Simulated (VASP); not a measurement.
Computed with MS2 meta-GGA, VASP's PBE PAW potentials (set 64) (plane waves; VASP 6.6.1).

A VASP calculation is set up with these files.

**INCAR**
```
SYSTEM = CuAu
PREC = Accurate
ENCUT = 520
EDIFF = 1E-7
NELM = 100
ALGO = Normal
LREAL = .FALSE.
LASPH = .TRUE.
ISMEAR = 1
SIGMA = 0.1
METAGGA = MS2
LMIXTAU = .TRUE.
LMAXMIX = 6
LWAVE = .FALSE.
LCHARG = .FALSE.
ISIF = 4
IBRION = 2
NSW = 30
EDIFFG = -0.01
```

### KPOINTS
```
kpoints
0
gamma
13 13 10
0 0 0
```

### POSCAR
```
CuAu
1
    2.7502827287     0.0000000000     0.0000000000
    0.0000000000     2.7502827287     0.0000000000
    0.0000000000     0.0000000000     3.6023096681
Cu Au
1 1
Direct
  0.0000000000   0.0000000000   0.0000000000
  0.5000000000   0.5000000000   0.5000000000
```

POTCAR, in this order: Cu Au (PBE.64 set). Program: vasp_std.

What VASP printed:

**OSZICAR**
```
       N       E                     dE             d eps       ncg     rms          rms(c)
DAV:   1     0.121626787203E+03    0.12163E+03   -0.10848E+04  5303   0.201E+03
DAV:   2    -0.997949466467E+01   -0.13161E+03   -0.12590E+03  5159   0.323E+02
DAV:   3    -0.144094173736E+02   -0.44299E+01   -0.43622E+01  6474   0.682E+01
DAV:   4    -0.144482367694E+02   -0.38819E-01   -0.38801E-01  5606   0.546E+00
DAV:   5    -0.144490462939E+02   -0.80952E-03   -0.80951E-03  7583   0.857E-01    0.236E+01
DAV:   6     0.539591746266E+01    0.19845E+02   -0.84662E+01  5888   0.248E+02    0.124E+01
DAV:   7     0.966206906973E+01    0.42662E+01   -0.17104E+01  6552   0.163E+02    0.553E+00
DAV:   8     0.971284370541E+01    0.50775E-01   -0.90298E-01  6590   0.137E+01    0.289E+00
DAV:   9     0.973378667908E+01    0.20943E-01   -0.35650E-02  6923   0.323E+00    0.932E-01
DAV:  10     0.973058136645E+01   -0.32053E-02   -0.73905E-02  7619   0.688E+00    0.748E-01
DAV:  11     0.972802232342E+01   -0.25590E-02   -0.11905E-01  7462   0.111E+01    0.799E-01
DAV:  12     0.973165149390E+01    0.36292E-02   -0.38277E-02  6238   0.670E+00    0.529E-02
DAV:  13     0.973181737999E+01    0.16589E-03   -0.73259E-04  5626   0.293E-01    0.411E-02
DAV:  14     0.973186128552E+01    0.43906E-04   -0.95154E-05  7466   0.208E-01    0.585E-02
DAV:  15     0.973178034909E+01   -0.80936E-04   -0.77583E-05  7529   0.267E-01    0.234E-02
DAV:  16     0.973177840450E+01   -0.19446E-05   -0.35135E-05  7735   0.159E-01    0.152E-03
DAV:  17     0.973177789162E+01   -0.51288E-06   -0.19517E-06  6770   0.209E-02    0.317E-03
DAV:  18     0.973177689570E+01   -0.99592E-06   -0.61076E-07  5958   0.203E-02    0.802E-04
DAV:  19     0.973177833327E+01    0.14376E-05   -0.57891E-08  2772   0.357E-03    0.261E-04
DAV:  20     0.973177815869E+01   -0.17457E-06   -0.12531E-08  2772   0.202E-03    0.394E-04
DAV:  21     0.973177836804E+01    0.20935E-06   -0.43447E-09  2709   0.230E-03    0.150E-04
DAV:  22     0.973177833587E+01   -0.32167E-07   -0.12407E-09  2674   0.632E-04
   1 F= 0.97317783E+01 E0= 0.97319443E+01  d E =0.973178E+01
       N       E                     dE             d eps       ncg     rms          rms(c)
DAV:   1     0.973127468540E+01   -0.50368E-03   -0.19384E-02  5579   0.133E+00    0.127E-01
DAV:   2     0.973155816147E+01    0.28348E-03   -0.38990E-04  7481   0.545E-01    0.749E-02
DAV:   3     0.973154408734E+01   -0.14074E-04   -0.44069E-04  6580   0.684E-01    0.589E-02
DAV:   4     0.973162151981E+01    0.77432E-04   -0.19498E-04  6834   0.491E-01    0.667E-03
DAV:   5     0.973162821648E+01    0.66967E-05   -0.12899E-05  5920   0.482E-02    0.440E-03
DAV:   6     0.973162926940E+01    0.10529E-05   -0.25580E-06  5741   0.230E-02    0.203E-03
DAV:   7     0.973163058704E+01    0.13176E-05   -0.16635E-07  4347   0.748E-03    0.543E-04
DAV:   8     0.973163085123E+01    0.26419E-06   -0.53142E-08  2667   0.724E-03    0.283E-04
DAV:   9     0.973163052933E+01   -0.32190E-06   -0.13080E-08  2625   0.233E-03    0.163E-04
DAV:  10     0.973163064505E+01    0.11572E-06   -0.45944E-09  2597   0.885E-04    0.564E-05
DAV:  11     0.973163066212E+01    0.17070E-07   -0.72440E-10  2604   0.396E-04
   2 F= 0.97316307E+01 E0= 0.97317562E+01  d E =-.147674E-03
       N       E                     dE             d eps       ncg     rms          rms(c)
DAV:   1     0.972799261201E+01   -0.36380E-02   -0.17410E-01  5572   0.398E+00    0.382E-01
DAV:   2     0.973059917679E+01    0.26066E-02   -0.35480E-03  7495   0.164E+00    0.225E-01
DAV:   3     0.973084215830E+01    0.24298E-03   -0.39001E-03  6550   0.204E+00    0.175E-01
DAV:   4     0.973137926311E+01    0.53710E-03   -0.17498E-03  6861   0.146E+00    0.205E-02
DAV:   5     0.973140174667E+01    0.22484E-04   -0.11562E-04  6003   0.149E-01    0.132E-02
DAV:   6     0.973139513800E+01   -0.66087E-05   -0.23847E-05  5745   0.701E-02    0.621E-03
DAV:   7     0.973139899223E+01    0.38542E-05   -0.18464E-06  6894   0.230E-02    0.156E-03
DAV:   8     0.973139919458E+01    0.20235E-06   -0.34348E-07  5087   0.173E-02    0.844E-04
DAV:   9     0.973139878747E+01   -0.40711E-06   -0.65616E-08  2695   0.586E-03    0.461E-04
DAV:  10     0.973139928748E+01    0.50001E-06   -0.15864E-08  2639   0.198E-03    0.134E-04
DAV:  11     0.973139929208E+01    0.46034E-08   -0.27818E-09  2576   0.889E-04
   3 F= 0.97313993E+01 E0= 0.97314299E+01  d E =-.379044E-03
```

### OUTCAR
```
------------------------ aborting loop because EDIFF is reached ----------------------------------------
  FORCE on cell =-STRESS in cart. coord.  units (eV):
  Direction    XX          YY          ZZ          XY          YZ          ZX
  --------------------------------------------------------------------------------------
  Total        1.0266726      1.0266726      1.0196508      0.0000000      0.0000000      0.0000000
  in kB       60.3680083     60.3680083     59.9551265      0.0000000      0.0000000      0.0000000
  external PRESSURE =      60.2303811 kB  Pullay stress =       0.0000000 kB
  volume of cell :       27.25
      direct lattice vectors                 reciprocal lattice vectors
     2.742220703  0.000000000  0.000000000     0.364667949  0.000000000 -0.000000000
     0.000000000  2.742220703  0.000000000     0.000000000  0.364667949  0.000000000
     0.000000000  0.000000000  3.623522113    -0.000000000 -0.000000000  0.275974582
 POSITION                                       TOTAL-FORCE (eV/Angst)
 -----------------------------------------------------------------------------------
      0.00000      0.00000      0.00000        -0.000000      0.000000      0.000000
      1.37111      1.37111      1.81176         0.000000      0.000000      0.000000
 -----------------------------------------------------------------------------------
    total drift:                               -0.000000      0.000000      0.000000
  FREE ENERGIE OF THE ION-ELECTRON SYSTEM (eV)
  ---------------------------------------------------
  free  energy   TOTEN  =         9.7313992921 eV

  energy  without entropy=        9.7314910947  energy(sigma->0) =        9.73142989

 reached required accuracy - stopping structural energy minimisation
```
(Selected blocks of OUTCAR.)

CONTCAR:
```
CuAu
   1.00000000000000
     2.7422207032122277    0.0000000000000000    0.0000000000000000
     0.0000000000000000    2.7422207032122277    0.0000000000000000
     0.0000000000000000    0.0000000000000000    3.6235221134649844
  Cu              Au
     1     1
Direct
     0.0000000000000000    0.0000000000000000    0.0000000000000000
     0.5000000000000000    0.5000000000000000    0.5000000000000000
```

OUTCAR:
```
 val. band max:        9.4463469061   @ k =   0.3846   0.2308   0.4000

 cond. band min:       9.5228089565   @ k =   0.4615   0.0769   0.4000


 Fermi energy:         9.5221084587

 k-point     1 :       0.0000    0.0000    0.0000
  band No.  band energies     occupation
      1      -1.0036      2.00000
      2       2.3166      2.00000
      3       2.4579      2.00000
      4       5.2162      2.00000
      5       5.2162      2.00000
      6       6.3889      2.00000
      7       6.4627      2.00000
      8       7.2084      2.00000
      9       7.7735      2.00000
     10       8.0694      2.00000
     11       8.0694      2.00000
     12      11.3702     -0.00000
     13      18.1410      0.00000
     14      19.9666      0.00000
     15      19.9666      0.00000

 k-point     2 :       0.0769    0.0000    0.0000
  band No.  band energies     occupation
      1      -0.8550      2.00000
      2       2.3942      2.00000
      3       2.5466      2.00000
      4       5.1168      2.00000
      5       5.2524      2.00000
      6       6.3196      2.00000
      7       6.4880      2.00000
      8       7.2022      2.00000
      9       7.7044      2.00000
     10       7.8004      2.00000
     11       8.0369      2.00000
     12      11.8418      0.00000
     13      17.9441      0.00000
     14      19.2212      0.00000
     15      20.2272      0.00000

 k-point     3 :       0.1538    0.0000    0.0000
  band No.  band energies     occupation
      1      -0.4271      2.00000
      2       2.5593      2.00000
      3       2.8618      2.00000
      4       4.8345      2.00000
      5       5.3577      2.00000
      6       6.1220      2.00000
      7       6.5414      2.00000
      8       7.2037      2.00000
      9       7.3008      2.00000
     10       7.5346      2.00000
     11       7.9417      2.00000
     12      12.9433      0.00000
     13      16.6526      0.00000
     14      18.5820      0.00000
     15      20.9677      0.00000
...
```

Unless said otherwise, spin-orbit coupling is left out, though it shifts the bands of the heavy elements here.

The compound is CuAu in the L1_0 structure. This cell is one point of a volume scan, at 0.97 of the reference volume. Symmetry was kept, so distortions that lower it aren't found.
